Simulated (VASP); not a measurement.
Data:

```
CELL_PARAMETERS angstrom
      0.00000     2.27886     2.27886
      2.27886     0.00000     2.27886
      2.27886     2.27886     0.00000
ATOMIC_POSITIONS crystal
  Ta 0.00000 0.00000 0.00000
  C  0.50000 0.50000 0.50000
```

Level of theory: vdW-DF2, VASP's PBE PAW potentials (set 64) (plane waves; VASP 6.6.1). Settings: 520 eV cut-off, Gaussian smearing of 0.050 eV, potentials Ta_pv C.

Unless said otherwise, spin-orbit coupling is left out, though it shifts the bands of the heavy elements here.

Problem. Estimate the band gap (along the path) with the smallest direct gap where there is one.

Solution. 
band gap (along the path): none (metal, semimetal or under 0.01 eV)

The compound is TaC in the rock salt structure. It was relaxed first, which changed the volume by +7 %. The electron count is odd and the run is not spin-polarised, which forces a metal.
